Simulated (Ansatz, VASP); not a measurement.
## Cross-check of SrGeC between VASP and Ansatz

Aim: how closely do two programs agree when they are given the same cell, functional and k mesh? The cell is invented: As first built, before any earlier steps moved the atoms: it takes the SrSiGe structure with some of its atoms replaced by other elements, volume scaled by an estimate. It may not be a known or stable phase. The cell is taken from a series of runs on this material, whose earlier steps may have relaxed or scaled it; both programs get it as it stands.

Main program and level: Ansatz 0.2.0; plane waves, with VASP 6.6.1 beside it; single point at BLYP.

## (1) Starting point

It takes space group P1 (No. 1, triclinic). The conventional cell has a = 3.374 Å, b = 4.252 Å, c = 5.129 Å, α = 95.55°, β = 90.15°, γ = 113.26°. Nearest to Sr lie 3 C at 2.68 to 2.84 Å. Ge has 2 C at 2.04 Å nearest. Nearest to C lie 2 Ge at 2.04 Å and 3 Sr at 2.68 to 2.84 Å. As first built, before any earlier steps moved the atoms: sites of the SrSiGe structure (space group 187) filled with other elements, volume scaled by an estimate. Farther neighbours are not listed.

## (2) VASP: single point, BLYP

A single point gives forces, pressure and levels at one fixed geometry, so differences don't come from the geometry; what else differs is listed under the comparison.

Lines of VASP's logs that name or quote its potential files are left out, and so is its time.

The input, INCAR:

```
SYSTEM = SrGeC
PREC = Accurate
ENCUT = 670
EDIFF = 1E-06
NELM = 100
ISMEAR = -1
SIGMA = 0.05
LREAL = .FALSE.
ALGO = Normal
GGA = B5
ALDAX = 1
AGGAX = 1
AGGAC = 1
ALDAC = 0
NBANDS = 20
LORBIT = 11
LWAVE = .FALSE.
LCHARG = .FALSE.
KPAR = 2
ISIF = 2
```

The input, POSCAR:

```
SrGeC
1.0
    3.3738435062     -0.0442250822     -0.0225433496
   -1.6416818927      3.9198555329      0.2700258552
    0.0235827661      0.2062181336      5.1246383429
Sr Ge C
1 1 1
Direct
    0.6689023961      0.3401983892      0.9288894129
    0.9496572779      0.9044411838      0.4338923695
    0.3767053260      0.7581634269      0.6415582178
```

The input, KPOINTS:

```
Automatic mesh
0
Gamma
7 6 5
0 0 0
```

Potentials, in the order of the species: Sr_sv_GW, Ge_d_GW and C_GW (PBE family, release 64).

Launch:

```sh
> mpirun -np 2 vasp_std
```

Numbers of over 12 decimals in the logs are rounded to 6 here.

What it wrote:

```text
[banner, memory and clock lines left out]
running    2 mpi-ranks, on    1 nodes
 distrk:  each k-point on    1 cores,    2 groups
 distr:  one band on    1 cores,    1 groups

 POSCAR found type information on POSCAR SrGeC
 POSCAR found :  3 types and       3 ions
|                                                                             |
|               ----> ADVICE to this user running VASP <----                  |
|                                                                             |
|     You enforced a specific xc type in the INCAR file but a different       |
|     [... a line on the potential file left out ...]
|     I HOPE YOU KNOW WHAT YOU ARE DOING!                                     |
|                                                                             |

 LDA part: xc-table for (Slater(with rela. corr.)+VWN5), standard interpolation
 POSCAR, INCAR and KPOINTS ok, starting setup
 FFT: planning ... GRIDC
 FFT: planning ... GRID_SOFT
 FFT: planning ... GRID
 WAVECAR not read
 entering main loop
       N       E                     dE             d eps       ncg     rms          rms(c)
DAV:   1     0.314838486109E+03    0.31484E+03   -0.15939E+04  4996   0.407E+03
DAV:   2     0.340617534464E+02   -0.28078E+03   -0.26953E+03  5292   0.934E+02
DAV:   3    -0.144388688999E+02   -0.48501E+02   -0.47830E+02  5156   0.203E+02
DAV:   4    -0.212140682767E+02   -0.67752E+01   -0.67674E+01  7548   0.724E+01
DAV:   5    -0.215051288882E+02   -0.29106E+00   -0.29103E+00  5452   0.127E+01    0.192E+01
DAV:   6    -0.179821385409E+02    0.35230E+01   -0.35469E+01  6072   0.344E+01    0.253E+01
DAV:   7    -0.176518854487E+02    0.33025E+00   -0.23435E+00  5680   0.965E+00    0.169E+01
DAV:   8    -0.176026385427E+02    0.49247E-01   -0.13683E+00  6088   0.745E+00    0.123E+00
DAV:   9    -0.175681894568E+02    0.34449E-01   -0.25484E-01  7048   0.369E+00    0.230E+00
DAV:  10    -0.175662187258E+02    0.19707E-02   -0.20762E-02  5300   0.996E-01    0.122E+00
DAV:  11    -0.175669531135E+02   -0.73439E-03   -0.21676E-03  6860   0.386E-01    0.103E+00
DAV:  12    -0.175670195895E+02   -0.66476E-04   -0.20001E-03  5368   0.296E-01    0.901E-01
DAV:  13    -0.175670125667E+02    0.70228E-05   -0.26864E-04  6772   0.169E-01    0.314E-01
DAV:  14    -0.175670138446E+02   -0.12779E-05   -0.16213E-05  5184   0.310E-02    0.545E-02
DAV:  15    -0.175670153562E+02   -0.15116E-05   -0.51427E-06  4896   0.238E-02    0.921E-03
DAV:  16    -0.175670156495E+02   -0.29331E-06   -0.14479E-06  4156   0.138E-02
   1 F= -.17567016E+02 E0= -.17565991E+02  d E =-.204958E-02
```

Parts of OUTCAR (step 2):

```text
ion  position               nearest neighbor table
   1  0.669  0.340  0.929-   3 2.68   3 2.68   2 3.18
   2  0.950  0.904  0.434-   3 2.04   3 2.04   1 3.18
   3  0.377  0.758  0.642-   2 2.04   2 2.04   1 2.68   1 2.68

  LATTYP: Found a triclinic cell.
 ALAT       =     4.2583213592
 B/A-ratio  =     0.7923799951
 C/A-ratio  =     1.2044276636
 COS(alpha) =     0.0026050241
 COS(beta)  =     0.0985984515
 COS(gamma) =     0.3979702142

 Subroutine GETGRP returns: Found  1 space group operations
 (whereof  1 operations were pure point group operations)

The static configuration has the point symmetry C_1 .

 Found    106 irreducible k-points:

   k-points           NKPTS =    106   k-points in BZ     NKDIM =    106   number of bands    NBANDS=     20

   dimension x,y,z NGX =    28 NGY =   36 NGZ =   48
   dimension x,y,z NGXF=    56 NGYF=   72 NGZF=   96

   ENCUT  =  670.0 eV  49.24 Ry    7.02 a.u.   7.12  8.99 10.82*2*pi/ulx,y,z

   NELECT =      28.0000    total number of electrons

 k-points in reciprocal lattice and weights: Automatic mesh
   0.00000000  0.00000000  0.00000000       0.005
   0.14285714 -0.00000000  0.00000000       0.010
   0.28571429 -0.00000000  0.00000000       0.010
   0.42857143  0.00000000 -0.00000000       0.010
  -0.00000000  0.16666667 -0.00000000       0.010
   0.14285714  0.16666667 -0.00000000       0.010
   0.28571429  0.16666667 -0.00000000       0.010
   0.42857143  0.16666667 -0.00000000       0.010
  -0.42857143  0.16666667  0.00000000       0.010
[...]
-0.28571429 -0.16666667  0.40000000       0.010
  -0.14285714 -0.16666667  0.40000000       0.010

 average (electrostatic) potential at core
       1 -57.9133       2 -30.2928       3 -49.9597

 E-fermi :   4.1232

 k-point     1 :       0.0000    0.0000    0.0000
  band No.  band energies     occupation
    ...
     10      -7.9198      2.00000
     11      -0.9542      2.00000
     12       2.1972      2.00000
     13       2.2648      2.00000
     14       2.3911      2.00000
     15       4.9288      0.00000
     16       6.8144      0.00000
     17       7.4159      0.00000
     18       7.6412      0.00000
     19       9.7812      0.00000
    ...

 k-point     2 :       0.1429   -0.0000    0.0000
  band No.  band energies     occupation
    ...
     10      -7.6545      2.00000
     11      -1.2161      2.00000
     12       1.4890      2.00000
     13       2.2956      2.00000
     14       2.7168      2.00000
     15       5.0469      0.00000
     16       7.0216      0.00000
     17       7.6083      0.00000
     18       8.2229      0.00000
     19       8.5871      0.00000
    ...

 k-point     3 :       0.2857   -0.0000    0.0000
  band No.  band energies     occupation
    ...
     10      -6.9097      2.00000
     11      -2.3310      2.00000
     12       1.0043      2.00000
     13       2.5569      2.00000
     14       3.0174      2.00000
     15       4.9319      0.00000
     16       6.7254      0.00000
     17       7.0514      0.00000
     18       7.8808      0.00000
     19       8.4440      0.00000
    ...

  Total       -0.0825044     -0.0686840     -0.0791819      0.0067900      0.0272198      0.0062440
  in kB       -1.9663975     -1.6370060     -1.8872098      0.1618320      0.6487527      0.1488179
  external PRESSURE =      -1.8302044 kB  Pullay stress =       0.0000000 kB

  energy-cutoff  :      670.00
  volume of cell :       67.22
      direct lattice vectors                 reciprocal lattice vectors
     3.373843506 -0.044225082 -0.022543350     0.297996777  0.125246231 -0.006411308
    -1.641681893  3.919855533  0.270025855     0.003302286  0.257208517 -0.010365402
     0.023582766  0.206218134  5.124638343     0.001136889 -0.013001792  0.195653689

 POSITION                                       TOTAL-FORCE (eV/Angst)
 -----------------------------------------------------------------------------------
      1.72018      1.49550      4.83701        -0.006333      0.003420     -0.013395
      1.72942      3.59276      2.44636         0.003368     -0.000887      0.006094
      0.04141      3.08753      3.48399         0.002965     -0.002533      0.007300
 -----------------------------------------------------------------------------------
    total drift:                                0.000521     -0.000526     -0.000396

  FREE ENERGIE OF THE ION-ELECTRON SYSTEM (eV)
  ---------------------------------------------------
  free  energy   TOTEN  =       -17.5670156495 eV

  energy  without entropy=      -17.5649660701  energy(sigma->0) =      -17.56599086

 total charge
# of ion       s       p       d       f       tot
--------------------------------------------------
    1        2.647   5.884   0.371   0.020   8.922
    2        1.133   1.118  10.013   0.000  12.264
    3        0.877   1.374   0.000   0.000   2.251
--------------------------------------------------
tot          4.657   8.376  10.384   0.020  23.437

[... 3 further parts left out ...]
```

The run ends at a pressure of -0.18 GPa, with forces up to 0.015 eV/Å.

## (3) Ansatz: single point, BLYP

Ansatz runs on its default PAW (the set named soft_2) files.

The same cell, functional (in two slightly different forms), mesh and smearing now go to Ansatz, which takes its cutoff from its data sets.

The input, input.yaml:

```yaml
crystal:
  lattice:
    - [3.3738435062, -0.0442250822, -0.0225433496]
    - [-1.6416818927, 3.9198555329, 0.2700258552]
    - [0.0235827661, 0.2062181336, 5.1246383429]
  atoms:
    - { symbol: Sr, position: [0.6689023961, 0.3401983892, 0.9288894129] }
    - { symbol: Ge, position: [0.9496572779, 0.9044411838, 0.4338923695] }
    - { symbol: C, position: [0.376705326, 0.7581634269, 0.6415582178] }
hamiltonian:
  xc: blyp
  pseudopotentials: { kind: paw }
kpoints:
  mp_grid: { grid: [7, 6, 5] }
scf:
  occupations: { method: fermi_dirac, width: 0.05 }
  n_extra_bands: 4
output:
  forces: true
  stress: true
  eigenvalues: true
  write_density: true
  write_potential: true
  elf: true
  volumetric_format: npy
```

Launch:

```sh
> ansatz run input.yaml --threads 2 --pin off --max-ram 4608MiB --backend cpu --events-out ev --progress --plain --runs-dir out
```

What it wrote:

```text
scf.n_extra_bands = 4 over 14 filled bands (N_el = 28.0): the run solves 18 bands
Engine: ansatz 0.2.0, x86_64-unknown-linux-gnu
Pseudopotentials: kind: paw
Pseudopotential: Sr, paw, valence charge 10, recommended cutoff 420 eV (normal), Sr.paw.azcp
Pseudopotential: Ge, paw, valence charge 14, recommended cutoff 420 eV (normal), Ge.paw.azcp
Pseudopotential: C, paw, valence charge 4, recommended cutoff 420 eV (normal), C.paw.azcp
Functional definition: BLYP
  parameter beta = 0.0042
  parameter a = 0.04918
  parameter b = 0.132
  parameter c = 0.2533
  parameter d = 0.349
  exchange = b88_x(beta = beta)
  correlation = lyp_c(a = a, b = b, c = c, d = d)
Crystal: 3 atoms, lattice volume = 67.223 Å³
Basis set: ecut = 420 eV, 1317 PW (Γ), exchange–correlation on 48×60×72 points (8 copies of the dense FFT grid, shifted against one another)
Bands: 18, of which v1, the nominal top of the filled ones, is band 14 counted from 1 (13 counted from 0)
Symmetry: 1 space group operations
Space group: P1 (ITA 1), of the structure as read, at distance tolerance 4.1e-5 Å
k-points: 106 of 210 (time reversal used)
Non-local potential: Sr, projectors of the file, l = 0: 3, l = 1: 2, l = 2: 2
Non-local potential: Ge, projectors of the file, l = 0: 2, l = 1: 2, l = 2: 3, l = 3: 1
Non-local potential: C, projectors of the file, l = 0: 2, l = 1: 2, l = 2: 1
PAW form: soft (Blöchl's): semilocal exchange-correlation on the pseudo side does not see the compensation charge
PAW frozen core: Sr, regenerated for the run's functional, and the local potential with it (the file was generated under x = pbe(κ = 0.804, μ = 0.219515), c = pbe(β = 0.066725))
PAW frozen core: Ge, regenerated for the run's functional, and the local potential with it (the file was generated under x = pbe(κ = 0.804, μ = 0.219515), c = pbe(β = 0.066725))
PAW frozen core: C, regenerated for the run's functional, and the local potential with it (the file was generated under x = pbe(κ = 0.804, μ = 0.219515), c = pbe(β = 0.066725))
PAW one-centre angular grid: Sr, 110 points (default); XC on 64 Gauss nodes
PAW one-centre angular grid: Ge, 590 points (default); XC on 64 Gauss nodes
PAW one-centre angular grid: C, 110 points (default); XC on 64 Gauss nodes
Initial density: superposition of atomic densities (neutral atoms: chi_scale 0, normalization atom), corrected by the library's trained network
Initial wavefunctions: pseudopotential atomic-orbital guess
Functional: x = b88, c = lyp
SCF iter   1: F=—  HF=-8113.007944 eV  |F-HF|=—  |Δ(HF+E_count)|=         —  Δρ=1.29e-2  dr2=1.53e-1  ethr=1.77e-3  ⟨swp⟩=7.2  Hψ=11724  notcnv=0
preconditioner: auto → none  [insulator: Δε(μ)=0.192 eV  Ē_g=12.343 eV  σ=0.050 eV  W_gap=0.74  n_scr=16 (ndim 8)  ℏωp=18.1 eV  f_vac=0.000  D(μ)=0.10/eV (n_scr^D=0)  ε∞_Penn≈3.2]
SCF iter   2: F=—  HF=-8112.977529 eV  |F-HF|=—  |Δ(HF+E_count)|=   3.04e-2  Δρ=3.08e-3  dr2=6.28e-3  ethr=5.48e-4  ⟨swp⟩=2.0  Hψ=3250  notcnv=0
SCF iter   3: F=—  HF=-8112.976442 eV  |F-HF|=—  |Δ(HF+E_count)|=   1.09e-3  Δρ=1.09e-3  dr2=9.07e-4  ethr=2.24e-5  ⟨swp⟩=2.0  Hψ=3585  notcnv=0
SCF iter   4: F=—  HF=-8112.976377 eV  |F-HF|=—  |Δ(HF+E_count)|=   6.42e-5  Δρ=3.60e-4  dr2=5.39e-5  ethr=3.24e-6  ⟨swp⟩=2.1  Hψ=3168  notcnv=0
SCF iter   5: F=—  HF=-8112.976422 eV  |F-HF|=—  |Δ(HF+E_count)|=   4.42e-5  Δρ=8.11e-5  dr2=3.53e-6  ethr=1.93e-7  ⟨swp⟩=2.2  Hψ=3320  notcnv=0
SCF iter   6: F=—  HF=-8112.976426 eV  |F-HF|=—  |Δ(HF+E_count)|=   3.96e-6  Δρ=2.04e-5  dr2=3.13e-7  ethr=1.26e-8  ⟨swp⟩=2.1  Hψ=3099  notcnv=0
SCF iter   7: F=-8112.976426 eV  HF=-8112.976426 eV  |F-HF|=1.36e-8  |Δ(HF+E_count)|=   3.62e-7  Δρ=5.31e-6  dr2=2.15e-8  ethr=3.57e-10  ⟨swp⟩=11.9  Hψ=16376  notcnv=0
SCF 1 converged in 7 iterations: F = -8112.976426 eV  dr2 = 2.15e-8
  greatest PAW one-centre occupation: 0.998 electrons in one spin orbital (limit 2), on the Ge atom at site 1 (counted from 0), in its partial waves of l = 2
SCF converged after 7 iterations
Free energy (F): -8112.976426 eV
Harris-Foulkes:  -8112.976426 eV  (|F-HF|=1.36e-8)
Internal energy: -8112.974403 eV  (E = F + TS)
E sigma→0 (E₀):  -8112.975415 eV
Entropy (-TS):   -0.002023 eV (-0.674 meV/atom)
Fermi energy:    8.387729 eV
--- Per-component energies (eV) ---
  E_band       = -232.233018
  E_kinetic    = 441.819317
  E_local      = -3369.956476  (includes V_loc(G=0)·N_el)
  E_nonlocal   = 644.514535
  E_hartree    = 1344.112157
  E_xc         = -292.254780
  E_vxc        = -278.689421  (∫ρ·V_xc dr)
  E_paw        = -4840.235833  (= ΣΔE_a)
  E_vpaw       = -358.144334  (= ΣTr[D̂ρ^β])
  E_aug_tail   = 0.000274  (compensation charges beyond the density's cutoff)
  E_ewald      = -2041.160782
  E_core_change = 0.187185  (= ΣΔE_core)
  E_smearing   = -0.002023  (= −TS)
  E_closure    = 0.000000  (closes the sum)
  Σ components = -8112.976426   (vs F -8112.976426, Δ=0.00e0)
--- Forces (eV/Å), atoms counted from 1 ---
  atom   1  Sr    -0.00626346     0.00167547    -0.02326078
  atom   2  Ge     0.00299353    -0.02645011     0.05604826
  atom   3  C      0.00327063     0.02478342    -0.03274779
  max |Σ_I F_I| component: 3.97e-5 eV/Å
--- Stress (GPa, compression-positive) ---
       -0.510362       0.014925       0.021729
        0.014925      -0.271863       0.145283
        0.021729       0.145281      -0.325862
  P = ⅓ Tr σ = -0.3694 GPa (-3.694 kbar)
--- Band table (eV; the first three rows and the last of 106) ---
  k-point 0: bands = [... 10 lower, 3.2936, 6.4511, 6.5256, 6.6494, 9.1928, 11.0813, 11.6683, 11.9028]
  k-point 1: bands = [... 10 lower, 2.8981, 6.4474, 6.5576, 7.1028, 9.5037, 10.9525, 11.4783, 12.0619]
  k-point 2: bands = [... 10 lower, 2.3780, 6.2859, 6.6113, 8.1407, 9.7234, 10.6819, 11.1821, 12.5054]
  k-point 105: bands = [... 10 lower, 0.5063, 5.4700, 6.4776, 7.4590, 8.7523, 10.9440, 11.4551, 11.6672]
```

In the SCF lines HF is the Harris–Foulkes energy and dr2 the Hartree energy of the density residual, in eV; the loop may stop once dr2 is under the threshold and the program's other checks hold. Hψ counts applications of the Hamiltonian.

The run ends at a pressure of -0.37 GPa, with forces up to 0.062 eV/Å.

## (4) Differences

Known differences besides the PAW data sets themselves: the cutoff is 420 eV in Ansatz and 670 eV in VASP; Ansatz makes its cores anew for this functional, VASP keeps those of its PBE data sets; VASP leaves aspherical gradient terms in its spheres out (LASPH is not set), Ansatz keeps them; VASP's log shows a relativistic correction to its local exchange, Ansatz's none. Total energies have different zeros and are not compared.

Compared:

| quantity | Ansatz | VASP | difference |
| --- | --- | --- | --- |
| pressure (GPa) | -0.37 | -0.18 | -0.19 |

At this near-relaxed geometry the largest component of a force difference is 50 meV/Å. Ansatz's pressure holds a Pulay correction of 0.10 GPa; VASP's holds none.

## (5) Looking for the cause

The difference is large enough to ask for its cause, so further runs change the set-up of one program at a time, as the table lists.

| run | r.m.s. force difference (meV/Å) |
| --- | --- |
| as above | 25 |
| VASP with the data sets Sr_sv, Ge_h and C_h and a cutoff of 1190 eV | 18 |

## (6) Outcome

```
r.m.s. force difference (single point, BLYP) : 25 meV/Å
```

**Reading.** The r.m.s. force difference is 25 meV/Å (single point, BLYP), beyond the 12 meV/Å picked in this series as the mark of a large difference. For single point, BLYP: no further run halves the r.m.s. force difference. Differences of this kind measure data sets and numerical settings, not the functional's error against experiment.

[Lines on the potential files, build, host, timing and source positions are cut from VASP's logs without a mark.]

[Logs are printed without paths, hosts, clocks, repeated set-up lines and the standing remarks that a program may print on its own settings, such as how far it seeks lower states.]

[Hosts, paths, dates, database ids (printed as entryN), source tags and the programs' standing remarks are cut or masked in the printed files.]
